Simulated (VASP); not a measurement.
Energy against volume of BaF2 (fluorite). These are RPBE GGA, VASP's PBE PAW potentials (set 64) (plane waves; VASP) values and carry that method's errors. Numerical set-up: 520 eV cut-off, 6×6×6 Γ-centred mesh, Gaussian smearing of 0.050 eV, potentials Ba_sv F.

```csv
V (Å³/atom),E (eV/atom)
20.474,-5.45346
21.128,-5.46377
21.781,-5.46741
22.435,-5.46548
```

Question: Fit these four points and predict the energy of the run at 23.088 Å³/atom.

Answer: A cubic in V^(−2/3), the third-order Birch-Murnaghan form, passes through the four points with V0 = 21.86 Å³/atom and B0 = 45 GPa, and gives -5.4589 eV/atom there. The run gave -5.4589 eV/atom, +0.0 meV/atom from the fit; all five points give B0 = 45 GPa.

The compound is BaF2 in the fluorite structure. It was relaxed first, which changed the volume by +10 %.
